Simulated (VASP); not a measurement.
**VS$_{2}$ (space group P-3m1): computed properties**

The numbers are results of LDA (Ceperley-Alder, Perdew-Zunger), VASP's LDA PAW potentials (set 64) (plane waves; VASP 6.6.1), not measurements.

```
Quantity                                                                                Value
----------------------------------  ---------------------------------------------------------
space group                                                                       P-3m1 (164)
cell                                a = b = 3.101 Å, c = 5.527 Å, α = β = 90.00°, γ = 120.00°
volume per atom                                                                15.34 Å^3/atom
band gap (over mesh and band path)                   none (metal, semimetal or under 0.01 eV)
cell moment                                                                           0.00 μB
band gap with spin-orbit coupling                                             none (metallic)
density                                                                            4.15 g/cm³
```

```yaml
crystal:
  lattice:
    - [3.10089, 0.00000, 0.00000]
    - [-1.55044, 2.68545, 0.00000]
    - [0.00000, 0.00000, 5.52674]
  atoms:
    - { symbol: V, position: [0.00000, 0.00000, 0.00000] }
    - { symbol: S, position: [0.66667, 0.33333, 0.73672] }
    - { symbol: S, position: [0.33333, 0.66667, 0.26328] }
```

The structure comes from a computed database's VS2 entry (P-3m1); how it stands against other phases isn't given here. It was relaxed first, which changed the volume by -16 %. Symmetry was kept, so distortions that lower it aren't found.
